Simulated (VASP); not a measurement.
Input for VASP

### KPOINTS
```
Automatic mesh
0
Gamma
6 6 6
0 0 0
```

**INCAR**
```
NEDOS = 601   # DOS grid
ENCUT = 520
EDIFF = 1E-7   # SCF stop (eV)
LORBIT = 11   # lm-projected
PREC = Accurate
LASPH = .True.
LREAL = .False.   # projection in real space or not
LEFG = .True.
LCHARG = .True.
ISMEAR = -5
ALGO = Normal   # blocked Davidson
LMAXMIX = 4
LWAVE = .False.
SYSTEM = LiNbO3
NELM = 100
GGA = PS   # PBEsol
ISIF = 2   # forces and stress, cell fixed
```

**POSCAR**
```
LiNbO3
4.5440860
  0.5707556550   0.3295258670   0.9999999070
 -0.5707556550   0.3295258670   0.9999999070
  0.0000000000  -0.6590519464   0.9999999056
Li Nb O
2 2 6
direct
  0.2500000000   0.2500000000   0.2500000000
  0.7500000000   0.7500000000   0.7500000000
  0.5000000000   0.5000000000   0.5000000000
  0.0000000000   0.0000000000   0.0000000000
  0.1305472003   0.3694527997   0.7500000000
  0.8694527997   0.6305472003   0.2500000000
  0.7500000000   0.1305472003   0.3694527997
  0.2500000000   0.8694527997   0.6305472003
  0.3694527997   0.7500000000   0.1305472003
  0.6305472003   0.2500000000   0.8694527997
```

POTCAR, in this order: Li_sv Nb_sv O (PBE.64 set). Program: vasp_std.

### Question
Translate this PBEsol calculation to Quantum ESPRESSO's pw.x.

### Answer
One equivalent input (not run):
```
&CONTROL
  calculation = 'scf'
  pseudo_dir = './pseudo'
  outdir = './out'
  tprnfor = .true.
  tstress = .true.
/
&SYSTEM
  ibrav = 0
  nat = 10
  ntyp = 3
  ecutwfc = 84
  occupations = 'tetrahedra'
  input_dft = 'pbesol'
/
&ELECTRONS
  conv_thr = 7.3e-09
  electron_maxstep = 100
/
ATOMIC_SPECIES
  Li 6.940 Li.upf
  Nb 92.906 Nb.upf
  O 15.999 O.upf
CELL_PARAMETERS angstrom
     2.5935628    1.4973939    4.5440856
    -2.5935628    1.4973939    4.5440856
    -0.0000000   -2.9947887    4.5440856
ATOMIC_POSITIONS crystal
  Li   0.2500000  0.2500000  0.2500000
  Li   0.7500000  0.7500000  0.7500000
  Nb   0.5000000  0.5000000  0.5000000
  Nb   0.0000000  0.0000000  0.0000000
  O    0.1305472  0.3694528  0.7500000
  O    0.8694528  0.6305472  0.2500000
  O    0.7500000  0.1305472  0.3694528
  O    0.2500000  0.8694528  0.6305472
  O    0.3694528  0.7500000  0.1305472
  O    0.6305472  0.2500000  0.8694528
K_POINTS automatic
  6 6 6 0 0 0
```
The two are equivalent in intent, not identical: the potentials are each code's own (VASP's PAW set, PseudoDojo norm-conserving files in pw.x), so ENCUT and ecutwfc are chosen apart and not converted; conv_thr bounds pw.x's estimated SCF error, while EDIFF bounds the energy change between steps; the field gradients of LEFG aren't asked of the other code.

The structure comes from a computed database's LiNbO3 entry (R-3c); how it stands against other phases isn't given here. It was relaxed first.
